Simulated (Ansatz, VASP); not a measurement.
One calculation of SnAu, two programs

```xyz
4
Lattice="4.3140 0.0000 0.0000 -2.1570 3.7360 0.0000 0.0000 0.0000 5.5120" Properties=species:S:1:pos:R:3 pbc="T T T"
Sn    0.0000    2.4907    1.3780
Sn    2.1570    1.2453    4.1340
Au    0.0000    0.0000    0.0000
Au    0.0000    0.0000    2.7560
```

Alike in both runs: task single point; functional LDA; k mesh 6 × 6 × 4; occupations gaussian, width 0.1 eV; no spin polarisation.

|  | VASP | Ansatz |
| --- | --- | --- |
| version | VASP 6.6.1 | Ansatz 0.2.0 |
| potentials or method | VASP PAW LDA potentials, release 64 (Sn_d, Au) | scalar-relativistic, plane waves, PAW |
| plane-wave cutoff (eV) | 520 | 420 |
| valence electrons in the cell | 50 | 66 |

```tsv
	VASP	Ansatz	Ansatz less VASP
gap on the k mesh at the Fermi level (eV)	none	none	-
pressure (GPa)	-0.9	-1.1	-0.13
largest component of the traceless stress (GPa)	0.56	0.51	-0.049
```

A gap of «none» marks a metal or a gap that the smearing closes. The two sets of potentials don't hold the same shells in valence.

Spin-orbit coupling is left out, which matters for the levels of Au.
